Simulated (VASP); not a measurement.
Here is the system:

```yaml
crystal:
  lattice:
    - [-1.89062, 1.89062, 6.40070]
    - [1.89062, -1.89062, 6.40070]
    - [1.89062, 1.89062, -6.40070]
  atoms:
    - { symbol: Y, position: [0.75000, 0.75000, 0.00000] }
    - { symbol: Y, position: [0.50000, 0.00000, 0.50000] }
    - { symbol: P, position: [0.16600, 0.16600, 0.00000] }
    - { symbol: P, position: [0.91600, 0.41600, 0.50000] }
```

These are PBE GGA, VASP's PBE PAW potentials (set 64) (plane waves; VASP) values and carry that method's errors. Run with 300 eV cut-off, 6×6×6 Γ-centred mesh, Fermi-Dirac smearing of 0.10 eV, potentials Y_sv P.

At this cut-off the stress carries a Pulay error, which pulls relaxed volumes low.

### Question
Give the force on each atom (eV/Å).

### Answer

```
atom     Fx     Fy      Fz
----  -----  -----  ------
Y1    0.000  0.000  -0.138
Y2    0.000  0.000  -0.138
P3    0.000  0.000   0.138
P4    0.000  0.000   0.138
```

### Question
Give the stress tensor in GPa (positive for a compressed cell).

### Answer

```
-1.64   0.00   0.00
 0.00  -1.64   0.00
 0.00   0.00   5.69
```
The pressure is its mean diagonal, 0.80 GPa.

The structure was generated: YP was put into an ordered model structure, which need not be its known phase. The cell was not relaxed at this level. The k-mesh is coarse (spacing up to 0.39 per Å, 2π included), so the numbers may not be converged in it.
